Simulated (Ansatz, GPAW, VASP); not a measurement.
Code comparison for ScF3 (R-3c, 8 atoms in the cell)

Self-consistent single point.

```yaml
crystal:
  lattice:
    - [2.85141, 1.64626, 4.65336]
    - [-2.85141, 1.64626, 4.65336]
    - [0.00000, -3.29252, 4.65336]
  atoms:
    - { symbol: Sc, position: [0.50000, 0.50000, 0.50000] }
    - { symbol: Sc, position: [0.00000, 0.00000, 0.00000] }
    - { symbol: F, position: [0.72658, 0.25000, 0.77342] }
    - { symbol: F, position: [0.27342, 0.75000, 0.22658] }
    - { symbol: F, position: [0.77342, 0.72658, 0.25000] }
    - { symbol: F, position: [0.22658, 0.27342, 0.75000] }
    - { symbol: F, position: [0.25000, 0.77342, 0.72658] }
    - { symbol: F, position: [0.75000, 0.22658, 0.27342] }
```

Shared settings, as Ansatz (an electronic-structure program) writes them: kpoints.mp_grid.grid = 5 5 5; scf.occupations.method = fixed. Potentials and cutoffs stand in the table.

| code | model | pressure (GPa) | largest force (eV/Å) | gap on the mesh (eV) | cutoff |
|---|---|---|---|---|---|
| Ansatz | LDA (PW92), PAW files made with PBE | -5.31 | 0.062 | 6.130 | default |
| VASP | LDA (PZ), VASP's LDA PAW potentials (set 64) | -12.29 | 0.054 | 6.130 | 400 eV |
| GPAW | LDA (Perdew-Wang 92), GPAW PAW datasets LDA (gpaw-data 1.0.1) | – | 0.065 | 6.115 | 950 eV |

A dash marks a value that a program does not give, or that is left out as unsure.

Gaps are read on the mesh.

The spread over the programs that give each value: pressure within 6.98 GPa; largest force within 0.011 eV/Å; gap on the mesh within 0.015 eV.

Ansatz's pressure is given at a fixed set of plane waves, as the other plane-wave codes print theirs; with its correction for the finite basis it is -4.86 GPa (the shift of 0.45 GPa shows how far the cutoff is from converged). The pressure of GPAW is left out: its cutoff lies under the one at which its stress was checked. The same LDA comes in different parametrisations, which differ slightly.

VASP's run is marked for a possible Pulay error in its stress at this cutoff; no cutoff test was made.

VASP ran the fixed occupations as a Gaussian smearing of 0.01 eV.

The starting cell comes from a database of computed structures (which also holds hypothetical and non-ambient phases and stackings), without a prior relaxation at this level.

Left out of this page: CP2K and SIESTA (not drawn, or without a comparable value); Elk (unsound by tests on forces, stress, charge or solver warnings).

Keys are those of Ansatz 0.2.
